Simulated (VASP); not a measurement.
Output of a VASP run:

**OSZICAR**
```
       N       E                     dE             d eps       ncg     rms          rms(c)
DAV:   1     0.117284990646E+03    0.11728E+03   -0.87530E+03   112   0.133E+03
DAV:   2     0.288003194132E+01   -0.11440E+03   -0.11123E+03   118   0.340E+02
DAV:   3    -0.745473693429E+01   -0.10335E+02   -0.10313E+02   160   0.967E+01
DAV:   4    -0.770835838727E+01   -0.25362E+00   -0.25357E+00   118   0.171E+01
DAV:   5    -0.772023056622E+01   -0.11872E-01   -0.11872E-01   170   0.356E+00    0.550E+00
DAV:   6    -0.764878307029E+01    0.71447E-01   -0.19758E-01   138   0.316E+00    0.355E+00
DAV:   7    -0.765045147281E+01   -0.16684E-02   -0.65324E-02   130   0.143E+00    0.882E-01
DAV:   8    -0.765037599696E+01    0.75476E-04   -0.89904E-03   136   0.831E-01    0.217E-01
DAV:   9    -0.765057787165E+01   -0.20187E-03   -0.68210E-04   118   0.237E-01    0.327E-02
DAV:  10    -0.765057872475E+01   -0.85311E-06   -0.76351E-05   130   0.782E-02    0.197E-02
DAV:  11    -0.765058672840E+01   -0.80036E-05   -0.39026E-05   112   0.488E-02    0.263E-02
DAV:  12    -0.765058643715E+01    0.29124E-06   -0.28918E-06   124   0.128E-02
   1 F= -.76505864E+01 E0= -.76505864E+01  d E =-.234333E-16
```

**OUTCAR**
```
------------------------ aborting loop because EDIFF is reached ----------------------------------------
  FORCE on cell =-STRESS in cart. coord.  units (eV):
  Direction    XX          YY          ZZ          XY          YZ          ZX
  --------------------------------------------------------------------------------------
  Total       -0.3614368     -0.3614368     -0.3614368     -0.0000000      0.0000000     -0.0000000
  in kB       -8.6467168     -8.6467168     -8.6467168     -0.0000000      0.0000000     -0.0000000
  external PRESSURE =      -8.6467168 kB  Pullay stress =       0.0000000 kB
  volume of cell :       66.97
      direct lattice vectors                 reciprocal lattice vectors
     0.000000000  3.223200000  3.223200000    -0.155125341  0.155125341  0.155125341
     3.223200000  0.000000000  3.223200000     0.155125341 -0.155125341  0.155125341
     3.223200000  3.223200000  0.000000000     0.155125341  0.155125341 -0.155125341
 POSITION                                       TOTAL-FORCE (eV/Angst)
 -----------------------------------------------------------------------------------
      0.00000      0.00000      0.00000         0.000000      0.000000      0.000000
      3.22320      3.22320      3.22320        -0.000000     -0.000000     -0.000000
 -----------------------------------------------------------------------------------
    total drift:                               -0.000000      0.000000      0.000000
  FREE ENERGIE OF THE ION-ELECTRON SYSTEM (eV)
  ---------------------------------------------------
  free  energy   TOTEN  =        -7.6505864372 eV

  energy  without entropy=       -7.6505864372  energy(sigma->0) =       -7.65058644
```
(Selected blocks of OUTCAR.)

POSCAR:
```
SnTe
1
    0.0000000000     3.2232000000     3.2232000000
    3.2232000000     0.0000000000     3.2232000000
    3.2232000000     3.2232000000     0.0000000000
Sn Te
1 1
Direct
  0.0000000000   0.0000000000   0.0000000000
  0.5000000000   0.5000000000   0.5000000000
```

Question: Reconstruct the remaining input files.

Answer: This is not unique; one that fits is the input of the run itself, PBE GGA, plane waves, VASP's PBE PAW potentials (set 64).

### KPOINTS
```
K-points
0
Gamma
  3 3 3
```

INCAR:
```
! general
SYSTEM   =  SnTe
PREC     =  Accurate
ENCUT    =  400
LREAL    =  .FALSE.
LASPH    =  .TRUE.

! electronic loop
EDIFF    =  1E-6
NELM     =  100
ALGO     =  Normal
LMAXMIX  =  4

! smearing
ISMEAR   =  0
SIGMA    =  0.05

! functional
GGA      =  PE

! ions
ISIF     =  2

! output
LWAVE    =  .FALSE.
LCHARG   =  .FALSE.
```

POTCAR, in this order: Sn_d Te (PBE.64 set). Program: vasp_std.

The compound is SnTe in the rock salt structure, which distorts at low temperature. The cell was not relaxed at this level. The k-mesh is coarse (spacing up to 0.56 per Å, 2π included), so the numbers may not be converged in it. The run is one of a series of settings (KPOINTS 3×3×3 Γ-centred mesh against the base run), some of them coarse on purpose.
